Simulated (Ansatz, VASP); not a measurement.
# HfB2 in two plane-wave programs, part 2 of 2

Wanted: the spread between two codes on one cell, functional and k mesh. The cell is taken from a series of runs on this material, whose earlier steps may have relaxed, scaled, displaced or heated it; both programs get it as it stands.

VASP 6.6.1 and Ansatz 0.2.0.

So far: The structure; Ansatz: zone-centre phonons, LDA.

## 3. VASP: zone-centre phonons, LDA

Level of this step: LDA; plane waves and PAW (B, Hf_pv) (VASP).

The same cell, functional (in two slightly different forms), mesh and smearing now go to VASP, with its own data sets.

Lines of VASP's logs that name or quote its potential files are left out, and so is its time.

The input, INCAR:

```
SYSTEM = HfB2
PREC = Accurate
ENCUT = 500
EDIFF = 1E-08
NELM = 120
ISMEAR = 1
SIGMA = 0.2
LREAL = .FALSE.
ALGO = Normal
GGA = PW92
NBANDS = 14
LASPH = .TRUE.
LORBIT = 11
LWAVE = .FALSE.
LCHARG = .FALSE.
ISIF = 2
IBRION = 8
GGA_COMPAT = .FALSE.
KPAR = 2
```

The input, POSCAR:

```
HfB2
1.0
    3.1218154328      0.0000000000      0.0000000000
   -1.5609077164      2.7035714707      0.0000000000
    0.0000000000      0.0000000000      3.4486939353
B Hf
2 1
Direct
    0.3333333333      0.6666666667      0.5000000000
    0.6666666667      0.3333333333      0.5000000000
    0.0000000000      0.0000000000      0.0000000000
```

The input, KPOINTS:

```
Automatic mesh
0
Gamma
15 15 12
0 0 0
```

Potentials, in the order of the species: B and Hf_pv (LDA family, release 64).

Started as:

```console
> mpirun -np 2 vasp_std
```

Numbers of over 12 decimals in the logs are rounded to 6 here.

The log of the run:

```text
[banner, memory and clock lines left out]
running    2 mpi-ranks, on    1 nodes
 distrk:  each k-point on    1 cores,    2 groups
 distr:  one band on    1 cores,    1 groups

 POSCAR found type information on POSCAR B Hf
 POSCAR found :  2 types and       3 ions
|                                                                             |
|               ----> ADVICE to this user running VASP <----                  |
|                                                                             |
|     You enforced a specific xc type in the INCAR file but a different       |
|     [... a line on the potential file left out ...]
|     I HOPE YOU KNOW WHAT YOU ARE DOING!                                     |
|                                                                             |

 LDA part: xc-table for (Slater(with rela. corr.)+PW92), standard interpolation
 POSCAR, INCAR and KPOINTS ok, starting setup
 FFT: planning ... GRIDC
 FFT: planning ... GRID_SOFT
 FFT: planning ... GRID
 WAVECAR not read
 entering main loop
       N       E                     dE             d eps       ncg     rms          rms(c)
DAV:   1     0.252512511136E+02    0.25251E+02   -0.79496E+03  5292   0.105E+03
DAV:   2    -0.299033866864E+02   -0.55155E+02   -0.51517E+02  6862   0.222E+02
DAV:   3    -0.314339232354E+02   -0.15305E+01   -0.15210E+01  7086   0.280E+01
DAV:   4    -0.314412679908E+02   -0.73448E-02   -0.73424E-02  6054   0.229E+00
DAV:   5    -0.314413165235E+02   -0.48533E-04   -0.48531E-04  7032   0.161E-01    0.550E+01
DAV:   6    -0.290651007951E+02    0.23762E+01   -0.37464E+00  6396   0.133E+01    0.404E+01
DAV:   7    -0.290123931465E+02    0.52708E-01   -0.11172E+00  6744   0.743E+00    0.122E+01
DAV:   8    -0.289495673297E+02    0.62826E-01   -0.29997E-01  6356   0.402E+00    0.175E+00
DAV:   9    -0.289446757244E+02    0.48916E-02   -0.25244E-02  6234   0.125E+00    0.490E-01
DAV:  10    -0.289444147375E+02    0.26099E-03   -0.10285E-03  6540   0.269E-01    0.267E-01
DAV:  11    -0.289444205493E+02   -0.58117E-05   -0.69741E-05  6582   0.637E-02    0.101E-01
DAV:  12    -0.289444183549E+02    0.21944E-05   -0.41302E-06  6246   0.156E-02    0.172E-02
DAV:  13    -0.289444183494E+02    0.54893E-08   -0.31469E-07  6792   0.438E-03    0.154E-03
DAV:  14    -0.289444183422E+02    0.71450E-08   -0.25318E-08  5944   0.130E-03
   1 F= -.28944418E+02 E0= -.28944548E+02  d E =0.388210E-03
 Linear response reoptimize wavefunctions to high precision
DAV:   1    -0.289444183420E+02    0.24966E-09   -0.26366E-09  5160   0.423E-04
DAV:   2    -0.289444183420E+02   -0.14779E-10   -0.11834E-10  2862   0.898E-05
 Linear response DOF=           4
 Linear response progress:
  Degree of freedom:   1/  4
       N       E                     dE             d eps       ncg     rms          rms(c)
RMM:   1    -0.452375804314E-01   -0.45238E-01    0.25857E-02 53216   0.115E+00
RMM:   2    -0.440059710963E-01    0.12316E-02   -0.12424E-03 37704   0.204E-01    0.282E-01
RMM:   3    -0.438475030481E-01    0.15847E-03   -0.58378E-04 33759   0.120E-01    0.148E-01
RMM:   4    -0.443723342306E-01   -0.52483E-03   -0.56309E-04 34155   0.112E-01    0.194E-02
RMM:   5    -0.443363815014E-01    0.35953E-04   -0.16158E-05 37251   0.237E-02    0.632E-03
RMM:   6    -0.443339346143E-01    0.24469E-05   -0.34945E-07 39841   0.455E-03    0.209E-03
RMM:   7    -0.443294786706E-01    0.44559E-05   -0.29855E-08 39876   0.172E-03    0.115E-03
RMM:   8    -0.443306179185E-01   -0.11392E-05   -0.28443E-08 41899   0.377E-04    0.462E-04
RMM:   9    -0.443309137677E-01   -0.29585E-06   -0.15760E-08 42120   0.986E-05    0.174E-04
RMM:  10    -0.443309483945E-01   -0.34627E-07   -0.33341E-09 40570   0.468E-05    0.221E-05
RMM:  11    -0.443310030111E-01   -0.54617E-07    0.35277E-10 42089   0.141E-05    0.161E-05
RMM:  12    -0.443310071649E-01   -0.41537E-08    0.22438E-10 40639   0.583E-06    0.308E-05
 first order change of Fermi-energy   0.12897E-04
 force on displaced ion       1 direction 1 : -16.655  -0.001   0.000
 Linear response progress:
  Degree of freedom:   2/  4
       N       E                     dE             d eps       ncg     rms          rms(c)
RMM:   1    -0.456580826630E-01   -0.45658E-01    0.45503E-02 18401   0.129E+00
RMM:   2    -0.456988728968E-01   -0.40790E-04   -0.10333E-03 13504   0.195E-01    0.454E-01
RMM:   3    -0.455356928369E-01    0.16318E-03   -0.79915E-04 12192   0.142E-01    0.214E-01
RMM:   4    -0.459771133866E-01   -0.44142E-03   -0.42037E-04 13373   0.950E-02    0.292E-02
RMM:   5    -0.460129540812E-01   -0.35841E-04   -0.22599E-05 13461   0.290E-02    0.880E-03
RMM:   6    -0.460114117828E-01    0.15423E-05   -0.14293E-06 13741   0.665E-03    0.251E-03
RMM:   7    -0.459987046445E-01    0.12707E-04   -0.24953E-07 13060   0.244E-03    0.387E-04
RMM:   8    -0.459985171584E-01    0.18749E-06   -0.11025E-08 14515   0.531E-04    0.136E-04
RMM:   9    -0.459984460023E-01    0.71156E-07    0.13366E-08 14379   0.106E-04    0.101E-04
RMM:  10    -0.459985329143E-01   -0.86912E-07    0.62581E-10 15378   0.273E-05    0.402E-05
RMM:  11    -0.459984705052E-01    0.62409E-07    0.14435E-09 13774   0.211E-05    0.429E-06
RMM:  12    -0.459984786975E-01   -0.81923E-08    0.32915E-09 14412   0.503E-06    0.252E-06
 first order change of Fermi-energy  -0.53190E-04
 force on displaced ion       1 direction 3 :   0.000  -0.000 -10.171
 Linear response progress:
  Degree of freedom:   3/  4
       N       E                     dE             d eps       ncg     rms          rms(c)
RMM:   1    -0.203476560739E+00   -0.20348E+00    0.46148E+00 13870   0.123E+01
RMM:   2    -0.201737980741E+00    0.17386E-02   -0.32181E-02 19247   0.123E+00    0.542E-01
RMM:   3    -0.201172384094E+00    0.56560E-03   -0.11101E-03 25356   0.160E-01    0.227E-01
RMM:   4    -0.200763101570E+00    0.40928E-03   -0.73759E-05 26580   0.492E-02    0.149E-01
RMM:   5    -0.200338237316E+00    0.42486E-03   -0.28385E-05 26748   0.351E-02    0.126E-02
RMM:   6    -0.200326844027E+00    0.11393E-04   -0.20792E-06 25738   0.950E-03    0.382E-03
RMM:   7    -0.200344910443E+00   -0.18066E-04   -0.33988E-07 27744   0.267E-03    0.417E-03
RMM:   8    -0.200345553586E+00   -0.64314E-06   -0.36388E-07 27619   0.558E-04    0.864E-04
RMM:   9    -0.200345212882E+00    0.34070E-06   -0.52286E-07 28285   0.228E-04    0.411E-04
RMM:  10    -0.200345521641E+00   -0.30876E-06   -0.45446E-07 28132   0.755E-05    0.219E-05
RMM:  11    -0.200345509749E+00    0.11892E-07   -0.19407E-07 28081   0.275E-05    0.345E-05
RMM:  12    -0.200345528488E+00   -0.18739E-07   -0.97807E-08 26649   0.128E-05    0.119E-05
RMM:  13    -0.200345529269E+00   -0.78066E-09   -0.46021E-08 20104   0.674E-06    0.454E-06
 first order change of Fermi-energy   0.61476E-04
 force on displaced ion       3 direction 1 : -14.140  -0.000   0.000
 Linear response progress:
  Degree of freedom:   4/  4
       N       E                     dE             d eps       ncg     rms          rms(c)
RMM:   1    -0.226333973850E+00   -0.22633E+00    0.44663E+00  6026   0.125E+01
RMM:   2    -0.224478022594E+00    0.18560E-02   -0.37754E-02  8145   0.131E+00    0.858E-01
RMM:   3    -0.224094453067E+00    0.38357E-03   -0.21322E-03 10620   0.206E-01    0.422E-01
RMM:   4    -0.223751675333E+00    0.34278E-03   -0.20830E-04 10126   0.702E-02    0.174E-01
RMM:   5    -0.223539319958E+00    0.21236E-03   -0.25356E-05 10663   0.303E-02    0.271E-02
RMM:   6    -0.223487713216E+00    0.51607E-04   -0.24134E-06 10784   0.876E-03    0.564E-03
RMM:   7    -0.223502204512E+00   -0.14491E-04    0.13743E-05 11230   0.302E-03    0.567E-03
RMM:   8    -0.223498492179E+00    0.37123E-05    0.24868E-05 11653   0.865E-04    0.106E-03
RMM:   9    -0.223497826742E+00    0.66544E-06    0.12943E-05 11708   0.288E-04    0.110E-04
RMM:  10    -0.223497700689E+00    0.12605E-06    0.61846E-06 12325   0.112E-04    0.605E-05
RMM:  11    -0.223497615984E+00    0.84706E-07    0.27580E-06 12077   0.459E-05    0.626E-05
RMM:  12    -0.223497640944E+00   -0.24960E-07    0.13179E-06 11722   0.251E-05    0.151E-05
RMM:  13    -0.223497625134E+00    0.15810E-07    0.67458E-07 10221   0.121E-05    0.120E-05
RMM:  14    -0.223497610416E+00    0.14718E-07    0.32421E-07 10020   0.716E-06    0.307E-06
RMM:  15    -0.223497608827E+00    0.15885E-08    0.15357E-07  6966   0.418E-06    0.680E-07
RMM:  16    -0.223497606956E+00    0.18708E-08    0.79579E-08  6586   0.315E-06    0.843E-07
 first order change of Fermi-energy   0.16287E-04
 force on displaced ion       3 direction 3 :   0.000  -0.000 -15.579
 Linear response finished
```

Parts of OUTCAR (step 3):

```text
ion  position               nearest neighbor table
   1  0.333  0.667  0.500-   2 1.80   2 1.80   2 1.80   3 2.49   3 2.49   3 2.49   3 2.49   3 2.49
                             3 2.49
   2  0.667  0.333  0.500-   1 1.80   1 1.80   1 1.80   3 2.49   3 2.49   3 2.49   3 2.49   3 2.49
                             3 2.49
   3  0.000  0.000  0.000-   1 2.49   2 2.49   1 2.49   2 2.49   1 2.49   1 2.49   2 2.49   2 2.49
                             2 2.49   2 2.49   1 2.49   1 2.49

  LATTYP: Found a hexagonal cell.
 ALAT       =     3.1218154328
 C/A-ratio  =     1.1047078245

 Subroutine GETGRP returns: Found 24 space group operations
 (whereof 24 operations were pure point group operations)

The static configuration has the point symmetry D_6h.

 Found    189 irreducible k-points:

   k-points           NKPTS =    189   k-points in BZ     NKDIM =    189   number of bands    NBANDS=     14

   dimension x,y,z NGX =    24 NGY =   24 NGZ =   28
   dimension x,y,z NGXF=    48 NGYF=   48 NGZF=   56

   ENCUT  =  500.0 eV  36.75 Ry    6.06 a.u.   5.69  5.69  6.29*2*pi/ulx,y,z

   NELECT =      16.0000    total number of electrons

 k-points in reciprocal lattice and weights: Automatic mesh
   0.00000000  0.00000000  0.00000000       0.000
   0.06666667  0.00000000  0.00000000       0.002
   0.13333333 -0.00000000  0.00000000       0.002
   0.20000000 -0.00000000  0.00000000       0.002
   0.26666667 -0.00000000  0.00000000       0.002
   0.33333333  0.00000000  0.00000000       0.002
   0.40000000  0.00000000  0.00000000       0.002
   0.46666667  0.00000000  0.00000000       0.002
   0.06666667  0.06666667  0.00000000       0.002
[...]
0.33333333  0.26666667  0.50000000       0.004
   0.33333333  0.33333333  0.50000000       0.001

 average (electrostatic) potential at core
       1 -30.0034       2 -30.0034       3 -34.3299

  Total       -0.9251990     -0.9251990     -0.8334405      0.0000000      0.0000000     -0.0000000
  in kB      -50.9267560    -50.9267560    -45.8759906      0.0000000      0.0000000     -0.0000000
  external PRESSURE =     -49.2431675 kB  Pullay stress =       0.0000000 kB

  energy-cutoff  :      500.00
  volume of cell :       29.11
      direct lattice vectors                 reciprocal lattice vectors
     3.121815433  0.000000000  0.000000000     0.320326432  0.184940552  0.000000000
    -1.560907716  2.703571471  0.000000000     0.000000000  0.369881104  0.000000000
     0.000000000  0.000000000  3.448693935     0.000000000  0.000000000  0.289964844

 POSITION                                       TOTAL-FORCE (eV/Angst)
 -----------------------------------------------------------------------------------
     -0.00000      1.80238      1.72435         0.000000      0.000000      0.000000
      1.56091      0.90119      1.72435        -0.000000      0.000000     -0.000000
      0.00000      0.00000      0.00000         0.000000      0.000000      0.000000
 -----------------------------------------------------------------------------------
    total drift:                               -0.000000      0.000000      0.000000

 Eigenvectors and eigenvalues of the dynamical matrix
 ----------------------------------------------------

   1 f  =   24.353416 THz   153.017027 2PiTHz  812.342525 cm-1   100.717591 meV
             X         Y         Z           dx          dy          dz
     -0.000000  1.802381  1.724347    -0.707107   -0.000002   -0.000000
      1.560908  0.901190  1.724347     0.707107    0.000002    0.000000
      0.000000  0.000000  0.000000     0.000000    0.000000    0.000000

   2 f  =   24.353416 THz   153.017027 2PiTHz  812.342525 cm-1   100.717591 meV
             X         Y         Z           dx          dy          dz
     -0.000000  1.802381  1.724347    -0.000002    0.707107   -0.000000
      1.560908  0.901190  1.724347     0.000002   -0.707107    0.000000
      0.000000  0.000000  0.000000    -0.000000    0.000000    0.000000

   3 f  =   16.847883 THz   105.858373 2PiTHz  561.984896 cm-1    69.677215 meV
             X         Y         Z           dx          dy          dz
     -0.000000  1.802381  1.724347     0.000000    0.000000   -0.707107
      1.560908  0.901190  1.724347     0.000000    0.000000    0.707107
      0.000000  0.000000  0.000000    -0.000000   -0.000000    0.000000

   4 f  =   14.048643 THz    88.270227 2PiTHz  468.612285 cm-1    58.100492 meV
             X         Y         Z           dx          dy          dz
     -0.000000  1.802381  1.724347     0.000000   -0.000000    0.667801
      1.560908  0.901190  1.724347    -0.000000   -0.000000    0.667801
      0.000000  0.000000  0.000000    -0.000000    0.000000   -0.328762

   5 f  =   13.390139 THz    84.132722 2PiTHz  446.646945 cm-1    55.377139 meV
             X         Y         Z           dx          dy          dz
     -0.000000  1.802381  1.724347     0.667837    0.000000    0.000000
      1.560908  0.901190  1.724347     0.667837    0.000000   -0.000000
      0.000000  0.000000  0.000000    -0.328615    0.000000    0.000000

   6 f  =   13.390139 THz    84.132722 2PiTHz  446.646945 cm-1    55.377139 meV
             X         Y         Z           dx          dy          dz
     -0.000000  1.802381  1.724347     0.000000    0.667837   -0.000000
      1.560908  0.901190  1.724347     0.000000    0.667837   -0.000000
      0.000000  0.000000  0.000000    -0.000000   -0.328615    0.000000

   7 f/i=    0.000794 THz     0.004988 2PiTHz    0.026480 cm-1     0.003283 meV
             X         Y         Z           dx          dy          dz
     -0.000000  1.802381  1.724347    -0.000000    0.000000   -0.232470
      1.560908  0.901190  1.724347     0.000000    0.000000   -0.232470
      0.000000  0.000000  0.000000     0.000000    0.000000   -0.944413

   8 f/i=    0.001335 THz     0.008389 2PiTHz    0.044535 cm-1     0.005522 meV
             X         Y         Z           dx          dy          dz
     -0.000000  1.802381  1.724347    -0.232366    0.000000    0.000000
      1.560908  0.901190  1.724347    -0.232366    0.000000   -0.000000
      0.000000  0.000000  0.000000    -0.944464    0.000000    0.000000

   9 f/i=    0.001335 THz     0.008389 2PiTHz    0.044535 cm-1     0.005522 meV
             X         Y         Z           dx          dy          dz
     -0.000000  1.802381  1.724347     0.000000   -0.232366   -0.000000
      1.560908  0.901190  1.724347     0.000000   -0.232366   -0.000000
      0.000000  0.000000  0.000000     0.000000   -0.944464    0.000000

 ELASTIC MODULI CONTR FROM IONIC RELAXATION (kBar)
 Direction    XX          YY          ZZ          XY          YZ          ZX
 --------------------------------------------------------------------------------
 XX          -4.0049      4.0049      0.0000     -0.0000     -0.0000      0.0000
 YY           4.0049     -4.0049      0.0000      0.0000      0.0000      0.0000
 ZZ           0.0000      0.0000      0.0000      0.0000      0.0000      0.0000
 XY          -0.0000      0.0000      0.0000     -4.0049      0.0000      0.0000
 YZ          -0.0000      0.0000      0.0000      0.0000     -0.0000      0.0000
 ZX           0.0000      0.0000      0.0000      0.0000      0.0000      0.0000
 --------------------------------------------------------------------------------
```

Energies printed during the response cycles are not total energies of the cell. Harder data sets than Hf_pv exist (the GW ones), and pressures, volumes and forces can shift noticeably with them.

## 4. Side by side

Known differences besides the potentials themselves: the data sets hold 32 valence electrons in Ansatz (on its PAW soft_1 files) and 16 in VASP; the cutoff is 420 eV in Ansatz and 500 eV in VASP; VASP's log shows a relativistic correction to its local exchange, Ansatz's none. Total energies have different zeros and are not compared.

The two programs side by side:

| quantity | Ansatz | VASP | difference |
| --- | --- | --- | --- |
| optical mode 1 to 2 (cm⁻¹) | 444.7 | 446.6 | -0.43 % |
| optical mode 3 (cm⁻¹) | 467.2 | 468.6 | -0.31 % |
| optical mode 4 (cm⁻¹) | 558.9 | 562.0 | -0.56 % |
| optical mode 5 to 6 (cm⁻¹) | 810.6 | 812.3 | -0.21 % |

Modes are paired by rising frequency, not by their patterns, so a pair may set unlike modes beside each other; they are those without the splitting of longitudinal modes.

## 5. Summary of results

```yaml
r_m_s_difference_of_the_optical_zone_centre_modes_each_program_s_sorted_by_frequency_zone_centre_phonons_lda: 2.0 cm⁻¹
difference_in_optical_mode_4_zone_centre_phonons_lda: -0.6 %
```

**Reading.** The r.m.s. difference of the optical zone-centre modes, each program's sorted by frequency is 2.0 cm⁻¹ (zone-centre phonons, LDA). The data sets hold unlike numbers of valence electrons (32 in Ansatz and 16 in VASP), so part of the differences comes from the potentials. Among the rows given in per cent, the largest difference of the zone-centre phonons, LDA pair is in optical mode 4, -0.6 %. How closely two codes agree says nothing of how well the functional describes the real material.

[Lines on the potential files, build, host, timing and source positions are cut from VASP's logs without a mark.]

[Logs are printed without paths, hosts, clocks, repeated set-up lines and the standing remarks that a program may print on its own settings, such as how far it seeks lower states.]

[Hosts, paths, dates, database ids (printed as entryN), source tags and the programs' standing remarks are cut or masked in the printed files.]
